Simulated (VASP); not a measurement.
## IrC: single point with r2SCAN+U

Crystal: IrC.

```
Ir C
1.0
     0.00000    2.31043    2.31043
     2.31043    0.00000    2.31043
     2.31043    2.31043    0.00000
Ir C
1 1
Direct
  0.00000 0.00000 0.00000
  0.75000 0.75000 0.75000
```

The cell was built by a generator and needn't be a form met in nature.

```yaml
Program: VASP 6.6.1
Task: single point
Functional: r2SCAN
Potentials_or_basis: VASP PAW PBE potentials, release 64 (Ir, C)
Cutoff: 520 eV
k_mesh: 10 × 10 × 10
Occupations: fermi-dirac, width 0.05 eV
Spin: no spin polarisation
Hubbard_terms: Ir d U = 3 eV
Further_INCAR_settings: ALGO = Normal; EDIFF = 1e-07
```

```yaml
Pressure: -8.2 GPa
Band_gap_on_the_k_mesh: none (metal or under the smearing width)
```

Levels at points of the mesh, in eV from the Fermi level:
```
           k point  band 2  band 3  band 4  band 5  band 6  band 7  band 8  band 9  band 10
(0.00, 0.00, 0.00)   -6.97   -6.97   -6.97   -3.17   -3.17    4.17    6.80    6.80     6.80
(0.50, 0.00, 0.00)   -6.41   -6.41   -6.01   -2.35   -2.35   -0.82    4.13    4.13     7.46
(0.50, 0.50, 0.00)   -8.32   -3.98   -3.98   -2.89   -2.08   -0.34    0.96    0.96    11.08
```

Eigenvalues of the final occupation matrices:
```tsv
site	spin	trace	eigenvalues
site 1 d	1	3.78	0.69 0.69 0.69 0.86 0.86
site 1 d	2	3.78	0.69 0.69 0.69 0.86 0.86
```

Run time: 22 s on 1 thread of Intel(R) Xeon(R) 6975P-C (Granite Rapids), on a shared host, peak memory 0.15 GiB.

Caveat: the PAW data sets were made with another functional, which shifts forces and pressure a little; U without spin polarisation on a metal has little footing; the U is typed as a test and isn't derived for this compound. Spin-orbit coupling is left out, which matters for the levels of Ir.
